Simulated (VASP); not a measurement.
Given:

```
CELL_PARAMETERS angstrom
      3.47486     0.00000     0.00000
     -1.73743     3.00932     0.00000
      0.00000     0.00000     5.66176
ATOMIC_POSITIONS crystal
  Hf 0.33333 0.66667 0.00003
  Hf 0.66667 0.33333 0.50003
  N  0.33333 0.66667 0.37497
  N  0.66667 0.33333 0.87497
```

Method: PBE GGA, VASP's PBE PAW potentials (set 64) (plane waves; VASP 6.6.1). Settings: 520 eV cut-off, Gaussian smearing of 0.050 eV, potentials Hf_pv N.

Task: Give the energies of bands 9 to 18 at the high-symmetry points, in eV from the Fermi level.

Result: 
```csv
band,Γ,M,K,A,L,H
9,-6.03,-6.41,-6.01,-6.40,-6.81,-6.17
10,-5.63,-6.35,-5.17,-6.40,-6.81,-6.17
11,-5.63,-5.09,-5.17,-5.39,-4.68,-5.44
12,-5.61,-4.66,-4.87,-5.39,-4.68,-5.44
13,-5.05,-4.61,-4.77,-5.39,-4.52,-4.24
14,-5.05,-3.88,-4.77,-5.39,-4.52,-4.24
15,-0.93,-0.85,-0.73,1.17,0.28,-0.38
16,0.75,-0.07,-0.02,1.17,0.28,-0.38
17,0.75,1.04,-0.02,2.09,2.18,1.91
18,1.71,2.22,0.26,2.09,2.18,1.91
```

It has no gap at this level: it comes out as a metal or semimetal.

The structure was generated: HfN was put into the wurtzite type (P6_3mc), which need not be its known phase. It was relaxed first, which changed the volume by -35 %.
